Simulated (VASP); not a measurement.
Energy against volume of SrTiO3 (cubic perovskite). Method: PBEsol GGA, VASP's PBE PAW potentials (set 64) (plane waves; VASP). Run with 520 eV cut-off, 7×7×7 Γ-centred mesh, Gaussian smearing of 0.050 eV, potentials Sr_sv Ti_sv O.

```json
[
 {"V (Å³/atom)": "11.117", "E (eV/atom)": "-8.37489"},
 {"V (Å³/atom)": "11.472", "E (eV/atom)": "-8.39632"},
 {"V (Å³/atom)": "11.827", "E (eV/atom)": "-8.40327"},
 {"V (Å³/atom)": "12.182", "E (eV/atom)": "-8.39787"}
]
```

Question: Fit these four points and predict the energy of the run at 12.537 Å³/atom.

Answer: A cubic in V^(−2/3), the third-order Birch-Murnaghan form, passes through the four points with V0 = 11.84 Å³/atom and B0 = 184 GPa, and gives -8.3819 eV/atom there. The run gave -8.3820 eV/atom, -0.0 meV/atom from the fit; all five points give B0 = 184 GPa.

The compound is SrTiO3 in the cubic perovskite structure, the ideal cubic form; the compound distorts at low or room temperature. It was relaxed first.
